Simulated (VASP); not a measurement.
A convergence study with VASP on BaTiO3 (tetragonal perovskite): one setting is varied, all else stays as given below, so the limit is that of these other settings. ε∞ is the independent-particle value.

```
BaTiO3
1.0
    3.99000     0.00000     0.00000
    0.00000     3.99000     0.00000
    0.00000     0.00000     4.04000
Ba Ti O
1 1 3
Direct
  0.00000   0.00000   0.00000
  0.50000   0.50000   0.51300
  0.50000   0.50000   0.97700
  0.00000   0.50000   0.48700
  0.50000   0.00000   0.48700
```

Computed with PBE GGA, VASP's PBE PAW potentials (set 64) (plane waves; VASP). The tightest run used: 700 eV cut-off, 4×4×4 Γ-centred mesh, Gaussian smearing of 0.050 eV, potentials Ba_sv Ti_sv O.

```csv
setting,mean ε∞,bands
NBANDS = 21,2.43,21
NBANDS = 22,3.00,22
NBANDS = 24,4.58,24
NBANDS = 28,5.83,28
```

Task: These are the cheaper rows. Estimate the results at NBANDS = 148, and how far the last row shown lies from them.

Result: 
| quantity | tightest run | last row shown is off by |
|---|---|---|
| mean ε∞ | 6.79 | -0.96 |

Left out are rungs that failed or repeat a setting and relaxations that didn't move; long series are thinned to 24 rows.

The compound is BaTiO3 in the tetragonal perovskite structure. The cell was not relaxed at this level, forces remain on its atoms.
